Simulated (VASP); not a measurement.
# BAs: exact exchange and RPA correlation, part 4 of 6

Aim: total energies of BAs from exact exchange and RPA correlation, beside cheaper functionals. The scan starts from a database cell scaled to its smallest volume. The cell is of the zinc-blende type. The start is a cell from a database of measured crystal structures.

VASP 6.6.1, plane waves and PAW; the level of theory is named at each step.

So far. Step 14 (Orbitals for comparison: HSE06, volume ratio 0.97): The run ends at a pressure of 8.11 GPa. Step 15 (Comparison: HSE06, volume ratio 0.97): Its energy is -6.6188 eV an atom, on a zero of its own.

**16. Orbitals, volume ratio 1**

This step: PBE; plane waves and PAW (As_GW, B_GW) (VASP 6.6.1).

The same chain follows at a volume ratio of 1.

Contents of INCAR:

```
SYSTEM = BAs
PREC = Accurate
ENCUT = 440
EDIFF = 1E-08
NELM = 100
ISMEAR = 0
SIGMA = 0.05
LREAL = .FALSE.
ALGO = Normal
GGA = PE
NBANDS = 10
LORBIT = 11
LWAVE = .TRUE.
LCHARG = .FALSE.
KPAR = 8
```

Contents of POSCAR:

```
BAs
1.0
    0.0000000000      2.3885000000      2.3885000000
    2.3885000000      0.0000000000      2.3885000000
    2.3885000000      2.3885000000      0.0000000000
As B
1 1
Direct
    0.7500000000      0.7500000000      0.7500000000
    0.0000000000      0.0000000000      0.0000000000
```

Contents of KPOINTS:

```
Automatic mesh
0
Gamma
6 6 6
0 0 0
```

Potentials, in the order of the species: As_GW and B_GW (PBE family, release 64).

Command:

```
> mpirun -np 8 vasp_std
```

The program printed:

```text
[... set-up lines as in an earlier step ...]
 entering main loop
       N       E                     dE             d eps       ncg     rms          rms(c)
DAV:   1     0.131112E+02    0.13111E+02   -0.38027E+03   320   0.685E+02
DAV:   2    -0.113222E+02   -0.24433E+02   -0.23212E+02   482   0.129E+02
DAV:   3    -0.120564E+02   -0.73420E+00   -0.73306E+00   400   0.189E+01
DAV:   4    -0.120622E+02   -0.57699E-02   -0.57689E-02   472   0.212E+00
[...]
DAV:  15    -0.113925E+02    0.18613E-07   -0.18237E-09   220   0.329E-04    0.371E-05
DAV:  16    -0.113925E+02    0.19001E-07   -0.28829E-10   214   0.135E-04    0.494E-06
DAV:  17    -0.113925E+02    0.78902E-09   -0.24229E-11   214   0.563E-05
   1 F= -.11392500E+02 E0= -.11392500E+02  d E =-.186820E-11
 writing wavefunctions
```

The job ended after 2.2 s (8 MPI ranks of Intel Xeon Platinum 8259CL at 2.50GHz (Skylake/Cascade Lake), shared host; peak memory 1.1 GiB; 13 s of CPU time).

OUTCAR, selected parts (step 16):

```text
  Total        0.5728643      0.5728643      0.5728643      0.0000000      0.0000000     -0.0000000
  in kB       33.6788016     33.6788016     33.6788016      0.0000000      0.0000000     -0.0000000
  external PRESSURE =      33.6788016 kB  Pullay stress =       0.0000000 kB

 POSITION                                       TOTAL-FORCE (eV/Angst)
 -----------------------------------------------------------------------------------
      3.58275      3.58275      3.58275         0.000000      0.000000      0.000000
      0.00000      0.00000      0.00000        -0.000000     -0.000000     -0.000000
 -----------------------------------------------------------------------------------
    total drift:                               -0.000000     -0.000000     -0.000000

  FREE ENERGIE OF THE ION-ELECTRON SYSTEM (eV)
  ---------------------------------------------------
  free  energy   TOTEN  =       -11.3925003952 eV

  energy  without entropy=      -11.3925003952  energy(sigma->0) =      -11.39250040

[... 1 part as in an earlier step ...]

[... 2 further parts left out ...]
[key lines of the parts left out:]
E-fermi :   6.3910
```

The run ends at a pressure of 3.37 GPa.

**17. Exact exchange, volume ratio 1**

This step: Hartree-Fock energy on PBE orbitals; plane waves and PAW (As_GW, B_GW) (VASP 6.6.1).

Exact exchange at this point.

Contents of INCAR:

```
SYSTEM = BAs
PREC = Accurate
ENCUT = 440
ISMEAR = 0
SIGMA = 0.05
LREAL = .FALSE.
GGA = PE
NBANDS = 10
ALGO = Eigenval
NELM = 1
LHFCALC = .TRUE.
AEXX = 1
ALDAC = 0
AGGAC = 0
PRECFOCK = Normal
LWAVE = .FALSE.
LCHARG = .FALSE.
```

POSCAR is that of step 16.

KPOINTS is that of step 16.

The WAVECAR or CHGCAR of an earlier step is read.

Command:

```
> mpirun -np 8 vasp_std
```

The program printed:

```text
[... set-up lines as in an earlier step ...]
 entering main loop
       N       E                     dE             d eps       ncg     rms          rms(c)
EIG:   1    -0.190134E+02   -0.19013E+02    0.00000E+00     0   0.000E+00
   1 F= -.19013369E+02 E0= -.19013369E+02  d E =-.344395E-17
```

Run time: 22 s. Hardware: 8 MPI ranks; peak memory 0.87 GiB; 2.8 min of CPU time.

Parts of OUTCAR (step 17):

```text
  FREE ENERGIE OF THE ION-ELECTRON SYSTEM (eV)
  ---------------------------------------------------
  free  energy   TOTEN  =       -19.0133692430 eV

  energy  without entropy=      -19.0133692430  energy(sigma->0) =      -19.01336924

[... 3 parts as in an earlier step ...]

[... 1 further part left out ...]
[key lines of the parts left out:]
E-fermi :   6.4566
```

The Hartree-Fock energy on these orbitals is -9.5067 eV an atom.

**18. Empty bands, volume ratio 1**

This step: PBE; plane waves and PAW (As_GW, B_GW) (VASP 6.6.1).

The empty bands are made again, for the run that follows.

Contents of INCAR:

```
SYSTEM = BAs
PREC = Accurate
ENCUT = 440
ISMEAR = 0
SIGMA = 0.05
LREAL = .FALSE.
GGA = PE
NBANDS = 584
ALGO = Exact
NELM = 1
LWAVE = .TRUE.
LCHARG = .FALSE.
LOPTICS = .TRUE.
NEDOS = 1000
CSHIFT = 0.1
```

POSCAR is that of step 17.

KPOINTS is that of step 17.

Command:

```
> mpirun -np 8 vasp_std
```

The program printed:

```text
[banner, memory and clock lines left out]
running    8 mpi-ranks, on    1 nodes
[...]
[... a notice as in an earlier step ...]

 LDA part: xc-table for (Slater+PW92), standard interpolation
 found WAVECAR, reading the header
  number of bands has changed, file:    10 present:   584
  trying to continue reading WAVECAR, but it might fail
 POSCAR, INCAR and KPOINTS ok, starting setup
[...]
reading WAVECAR
 random initialization beyond band           10
 the WAVECAR file was read successfully
 initial charge from wavefunction
 entering main loop
       N       E                     dE             d eps       ncg     rms          rms(c)
DIA:   1    -0.113925E+02   -0.11393E+02    0.00000E+00     0   0.000E+00
   1 F= -.11392500E+02 E0= -.11392500E+02  d E =-.658133E-11
 writing wavefunctions
 optical routines
 imaginary and real dielectric function
 recalculating local potential from charge density
 direction            1
 direction            2
 direction            3
```

The job ended after 4.4 s (8 MPI ranks; peak memory 1.1 GiB; 32 s of CPU time).

Parts of OUTCAR (step 18):

```text
  Total        0.5728663      0.5728663      0.5728663      0.0000000      0.0000000     -0.0000000
  in kB       33.6789174     33.6789174     33.6789174      0.0000000      0.0000000     -0.0000000
  external PRESSURE =      33.6789174 kB  Pullay stress =       0.0000000 kB

  FREE ENERGIE OF THE ION-ELECTRON SYSTEM (eV)
  ---------------------------------------------------
  free  energy   TOTEN  =       -11.3925003961 eV

  energy  without entropy=      -11.3925003961  energy(sigma->0) =      -11.39250040

[... 2 parts as in an earlier step ...]

[... 2 further parts left out ...]
[key lines of the parts left out:]
E-fermi :   6.3837
```

WAVECAR now holds 584 bands for 8 electrons.

**19. RPA correlation, volume ratio 1**

This step: RPA correlation on PBE orbitals; plane waves and PAW (As_GW, B_GW) (VASP 6.6.1).

RPA correlation at this point.

Contents of INCAR:

```
SYSTEM = BAs
PREC = Accurate
ENCUT = 440
ISMEAR = 0
SIGMA = 0.05
LREAL = .FALSE.
GGA = PE
NBANDS = 584
ALGO = ACFDT
ENCUTGW = 200
NOMEGA = 12
PRECFOCK = Fast
LWAVE = .FALSE.
LCHARG = .FALSE.
```

POSCAR is that of step 18.

KPOINTS is that of step 18.

Command:

```
> mpirun -np 8 vasp_std
```

The program printed:

```text
[banner, memory and clock lines left out]
running    8 mpi-ranks, on    1 nodes
[...]
[... a notice as in an earlier step ...]

 LDA part: xc-table for (Slater+PW92), standard interpolation
 found WAVECAR, reading the header
 POSCAR, INCAR and KPOINTS ok, starting setup
[...]
reading WAVECAR
 the WAVECAR file was read successfully
 initial charge from wavefunction
 available memory per node:     63.49 GB, setting MAXMEM to     65011

 The Fermi energy was updated, please check that it is located mid-gap
 values below the HOMO (VB) or above the LUMO (CB) will cause erroneous energies
 E-fermi :   6.8055

 the WAVEDER file was read successfully
 set NWRITE>2 for more details about minimax calculation
 number of imaginary grid points requested:      12
 number of distinct grids requested:  1
 quadrature errors minimized for energies in [ 0.127E+01, 0.442E+03 ]
 bosonic grid (T=0, re) determined with error: 0.1019E-06
 bosonic grid (re): 0.1019E-06
[...]
NQ=  10    0.3333    0.3333    0.0000,
|.........|.........|.........|.........
 performed      60130000 updates of chi_q(r,r)
 total number of BLAS operations      14303.71 Gflops
NQ=  11    0.5000    0.3333    0.0000,
|.........|.........|.........|.........
 performed      66143000 updates of chi_q(r,r)
 total number of BLAS operations      15827.95 Gflops
NQ=  12   -0.3333    0.3333    0.0000,
|.........|.........|.........|.........
 performed      72156000 updates of chi_q(r,r)
 total number of BLAS operations      17318.13 Gflops
NQ=  13    0.5000    0.5000    0.0000,
|.........|.........|.........|.........
 performed      78169000 updates of chi_q(r,r)
 total number of BLAS operations      19054.81 Gflops
NQ=  14    0.5000    0.3333    0.1667,
|.........|.........|.........|.........
 performed      84182000 updates of chi_q(r,r)
 total number of BLAS operations      20579.05 Gflops
NQ=  15   -0.3333    0.3333    0.1667,
|.........|.........|.........|.........
 performed      90195000 updates of chi_q(r,r)
 total number of BLAS operations      22137.73 Gflops
NQ=  16   -0.3333    0.5000    0.1667,
|.........|.........|.........|.........
 performed      96208000 updates of chi_q(r,r)
 total number of BLAS operations      23560.95 Gflops
 entering main loop
```

Wall time 2.3 min (8 MPI ranks); peak memory 2.5 GiB; 18 min of CPU time.

OUTCAR, selected parts (step 19):

```text
      cutoff energy     smooth cutoff   RPA   correlation   Hartree contr. to MP2
---------------------------------------------------------------------------------
            200.000           160.000      -11.8194637165      -19.3361036446
            190.476           152.381      -11.7760895941      -19.2906961596
            181.406           145.125      -11.7299438248      -19.2421870193
            172.768           138.214      -11.6805116955      -19.1899678330
            164.541           131.632      -11.6280592764      -19.1342379075
            156.705           125.364      -11.5717028266      -19.0739634918
            149.243           119.394      -11.5119210699      -19.0095572473
            142.136           113.709      -11.4476650658      -18.9397907337
  linear regression

[... 2 parts as in an earlier step ...]

[... 2 further parts left out ...]
[key lines of the parts left out:]
E-fermi :   6.8055
```

The correlation energy is -6.1867 eV an atom, +3 meV against the point before. With exact exchange the total is -15.6934 eV an atom.

**20. Comparison: r2SCAN, volume ratio 1**

This step: r2SCAN; plane waves and PAW (As_GW, B_GW) (VASP 6.6.1).

The comparison at this point.

Contents of INCAR:

```
SYSTEM = BAs
PREC = Accurate
ENCUT = 440
EDIFF = 1E-06
NELM = 100
ISMEAR = 0
SIGMA = 0.05
LREAL = .FALSE.
ALGO = Normal
METAGGA = R2SCAN
LASPH = .TRUE.
NBANDS = 10
LWAVE = .FALSE.
LCHARG = .FALSE.
KPAR = 8
```

POSCAR is that of step 19.

KPOINTS is that of step 19.

Command:

```
> mpirun -np 8 vasp_std
```

The program printed:

```text
[... set-up lines as in an earlier step ...]
 entering main loop
       N       E                     dE             d eps       ncg     rms          rms(c)
DAV:   1     0.180410E+01    0.18041E+01   -0.39268E+03   320   0.706E+02
DAV:   2    -0.234544E+02   -0.25258E+02   -0.24160E+02   482   0.133E+02
DAV:   3    -0.242044E+02   -0.75003E+00   -0.74893E+00   400   0.195E+01
DAV:   4    -0.242100E+02   -0.56279E-02   -0.56270E-02   480   0.216E+00
[...]
DAV:  10    -0.222429E+02   -0.77559E-04   -0.14096E-04   376   0.121E-01    0.110E-02
DAV:  11    -0.222429E+02    0.20345E-05   -0.14223E-05   412   0.284E-02    0.202E-03
DAV:  12    -0.222429E+02   -0.41758E-06   -0.91030E-07   228   0.605E-03
   1 F= -.22242919E+02 E0= -.22242919E+02  d E =-.380446E-20
```

Run time: 6.4 s. Hardware: 8 MPI ranks; peak memory 1 GiB.

Parts of OUTCAR (step 20):

```text
  Total        0.1215034      0.1215034      0.1215034      0.0000000      0.0000000      0.0000000
  in kB        7.1432073      7.1432073      7.1432073      0.0000000      0.0000000      0.0000000
  external PRESSURE =       7.1432073 kB  Pullay stress =       0.0000000 kB

 POSITION                                       TOTAL-FORCE (eV/Angst)
 -----------------------------------------------------------------------------------
      3.58275      3.58275      3.58275        -0.000000     -0.000000     -0.000000
      0.00000      0.00000      0.00000         0.000000      0.000000      0.000000
 -----------------------------------------------------------------------------------
    total drift:                               -0.000000     -0.000000     -0.000000

  FREE ENERGIE OF THE ION-ELECTRON SYSTEM (eV)
  ---------------------------------------------------
  free  energy   TOTEN  =       -22.2429191753 eV

  energy  without entropy=      -22.2429191753  energy(sigma->0) =      -22.24291918

[... 2 parts as in an earlier step ...]

[... 1 further part left out ...]
[key lines of the parts left out:]
E-fermi :   6.3818
```

Its energy is -11.1215 eV an atom, on a zero of its own.

**21. Orbitals for comparison: HSE06, volume ratio 1**

This step: PBE; plane waves and PAW (As_GW, B_GW) (VASP 6.6.1).

Starting orbitals, as before.

Contents of INCAR:

```
SYSTEM = BAs
PREC = Accurate
ENCUT = 440
EDIFF = 1E-05
NELM = 100
ISMEAR = 0
SIGMA = 0.05
LREAL = .FALSE.
ALGO = Normal
GGA = PE
NBANDS = 10
LORBIT = 11
LWAVE = .TRUE.
LCHARG = .FALSE.
KPAR = 8
```

POSCAR is that of step 20.

KPOINTS is that of step 20.

Command:

```
> mpirun -np 8 vasp_std
```

The program printed:

```text
[... set-up lines as in an earlier step ...]
 entering main loop
       N       E                     dE             d eps       ncg     rms          rms(c)
[... 10 cycles as in an earlier step ...]
DAV:  11    -0.113925E+02    0.11646E-05   -0.81695E-06   318   0.172E-02
   1 F= -.11392500E+02 E0= -.11392500E+02  d E =-.337333E-13
 writing wavefunctions
```

It took 1.6 s on 8 MPI ranks; peak memory 1 GiB; 9.1 s of CPU time.

Parts of OUTCAR (step 21):

```text
  Total        0.5765037      0.5765037      0.5765037      0.0000000     -0.0000000      0.0000000
  in kB       33.8927620     33.8927620     33.8927620      0.0000000     -0.0000000      0.0000000
  external PRESSURE =      33.8927620 kB  Pullay stress =       0.0000000 kB

  FREE ENERGIE OF THE ION-ELECTRON SYSTEM (eV)
  ---------------------------------------------------
  free  energy   TOTEN  =       -11.3924996642 eV

  energy  without entropy=      -11.3924996642  energy(sigma->0) =      -11.39249966

[... 3 parts as in an earlier step ...]

[... 1 further part left out ...]
[key lines of the parts left out:]
E-fermi :   6.4125
```

The run ends at a pressure of 3.39 GPa.

**22. Comparison: HSE06, volume ratio 1**

This step: HSE06; plane waves and PAW (As_GW, B_GW) (VASP 6.6.1).

The comparison at this point.

Contents of INCAR:

```
SYSTEM = BAs
PREC = Accurate
ENCUT = 440
EDIFF = 1E-06
NELM = 100
ISMEAR = 0
SIGMA = 0.05
LREAL = .FALSE.
ALGO = Normal
LHFCALC = .TRUE.
AEXX = 0.25
GGA = PE
HFSCREEN = 0.2
LASPH = .TRUE.
NBANDS = 10
PRECFOCK = Fast
LWAVE = .FALSE.
LCHARG = .FALSE.
KPAR = 8
```

POSCAR is that of step 21.

KPOINTS is that of step 21.

The run starts from files that an earlier step left in the folder.

Command:

```
> mpirun -np 8 vasp_std
```

The program printed:

```text
[... set-up lines as in an earlier step ...]
 entering main loop
       N       E                     dE             d eps       ncg     rms          rms(c)
DAV:   1    -0.132461E+02   -0.13246E+02   -0.33067E-01   448   0.467E+00    0.291E-01
DAV:   2    -0.132475E+02   -0.14783E-02   -0.61573E-03   374   0.567E-01    0.188E-01
DAV:   3    -0.132471E+02    0.48800E-03   -0.94509E-04   478   0.208E-01    0.108E-01
DAV:   4    -0.132469E+02    0.13682E-03   -0.11955E-04   492   0.859E-02    0.639E-02
DAV:   5    -0.132469E+02    0.54539E-04   -0.19044E-05   374   0.343E-02    0.382E-02
DAV:   6    -0.132469E+02    0.18186E-04   -0.11253E-05   456   0.200E-02    0.227E-02
DAV:   7    -0.132468E+02    0.50726E-05   -0.29359E-06   374   0.117E-02    0.136E-02
DAV:   8    -0.132468E+02    0.13438E-05   -0.68512E-07   210   0.721E-03    0.816E-03
DAV:   9    -0.132468E+02    0.40515E-06   -0.41757E-07   212   0.507E-03
   1 F= -.13246845E+02 E0= -.13246845E+02  d E =-.154305E-17
```

The job ended after 23 s (8 MPI ranks; peak memory 1.8 GiB).

OUTCAR, selected parts (step 22):

```text
 POSITION                                       TOTAL-FORCE (eV/Angst)
 -----------------------------------------------------------------------------------
      3.58275      3.58275      3.58275        -0.000000      0.000000     -0.000000
      0.00000      0.00000      0.00000         0.000000     -0.000000      0.000000
 -----------------------------------------------------------------------------------
    total drift:                               -0.000001     -0.000000     -0.000001

  FREE ENERGIE OF THE ION-ELECTRON SYSTEM (eV)
  ---------------------------------------------------
  free  energy   TOTEN  =       -13.2468453861 eV

  energy  without entropy=      -13.2468453861  energy(sigma->0) =      -13.24684539

[... 2 parts as in an earlier step ...]

[... 1 further part left out ...]
[key lines of the parts left out:]
E-fermi :   6.0349
```

Its energy is -6.6234 eV an atom, on a zero of its own.

**23. Orbitals, volume ratio 1.03**

This step: PBE; plane waves and PAW (As_GW, B_GW) (VASP 6.6.1).

The same chain follows at a volume ratio of 1.03.

Contents of INCAR:

```
SYSTEM = BAs
PREC = Accurate
ENCUT = 440
EDIFF = 1E-08
NELM = 100
ISMEAR = 0
SIGMA = 0.05
LREAL = .FALSE.
ALGO = Normal
GGA = PE
NBANDS = 10
LORBIT = 11
LWAVE = .TRUE.
LCHARG = .FALSE.
KPAR = 8
```

Contents of POSCAR:

```
BAs
1.0
    0.0000000000      2.4121500529      2.4121500529
    2.4121500529      0.0000000000      2.4121500529
    2.4121500529      2.4121500529      0.0000000000
As B
1 1
Direct
    0.7500000000      0.7500000000      0.7500000000
    0.0000000000      0.0000000000      0.0000000000
```

KPOINTS is that of step 22.

Command:

```
> mpirun -np 8 vasp_std
```

The program printed:

```text
[... set-up lines as in an earlier step ...]
 entering main loop
       N       E                     dE             d eps       ncg     rms          rms(c)
DAV:   1     0.133199E+02    0.13320E+02   -0.36494E+03   320   0.678E+02
DAV:   2    -0.112264E+02   -0.24546E+02   -0.23395E+02   468   0.124E+02
DAV:   3    -0.120023E+02   -0.77590E+00   -0.77420E+00   396   0.196E+01
DAV:   4    -0.120102E+02   -0.79171E-02   -0.79149E-02   430   0.225E+00
[...]
DAV:  15    -0.113992E+02    0.18193E-07   -0.18983E-09   214   0.329E-04    0.353E-05
DAV:  16    -0.113992E+02    0.19995E-07   -0.28428E-10   208   0.140E-04    0.516E-06
DAV:  17    -0.113992E+02    0.32651E-09   -0.23511E-11   212   0.541E-05
   1 F= -.11399238E+02 E0= -.11399238E+02  d E =-.865010E-14
 writing wavefunctions
```

The job ended after 2.6 s (8 MPI ranks; peak memory 1.1 GiB).

Parts of OUTCAR (step 23):

```text
  Total       -0.1220067     -0.1220067     -0.1220067     -0.0000000     -0.0000000      0.0000000
  in kB       -6.9638820     -6.9638820     -6.9638820     -0.0000000     -0.0000000      0.0000000
  external PRESSURE =      -6.9638820 kB  Pullay stress =       0.0000000 kB

 POSITION                                       TOTAL-FORCE (eV/Angst)
 -----------------------------------------------------------------------------------
      3.61823      3.61823      3.61823         0.000000     -0.000000      0.000000
      0.00000      0.00000      0.00000        -0.000000      0.000000     -0.000000
 -----------------------------------------------------------------------------------
    total drift:                               -0.000000     -0.000000     -0.000000

  FREE ENERGIE OF THE ION-ELECTRON SYSTEM (eV)
  ---------------------------------------------------
  free  energy   TOTEN  =       -11.3992377159 eV

  energy  without entropy=      -11.3992377159  energy(sigma->0) =      -11.39923772

[... 1 part as in an earlier step ...]

[... 2 further parts left out ...]
[key lines of the parts left out:]
E-fermi :   6.0963
```

The run ends at a pressure of -0.70 GPa.

[end of part 4 of 6]

[Long decimals in the printed logs are rounded to 6 places.]

[Lines on the potential files, build, host, timing and source positions are cut from VASP's logs without a mark.]

[Logs are printed without paths, hosts, clocks, repeated set-up lines and the standing remarks that a program may print on its own settings, such as how far it seeks lower states.]

[Hosts, paths, dates, database ids (printed as entryN), source tags and the programs' standing remarks are cut or masked in the printed files.]

[Measured values are set beside computed ones only where the two were judged alike; some that the calculation misses by far are left out.]

[Pressures printed for these runs are not shown converged in the cutoff: they can be off by several GPa and have the wrong sign.]
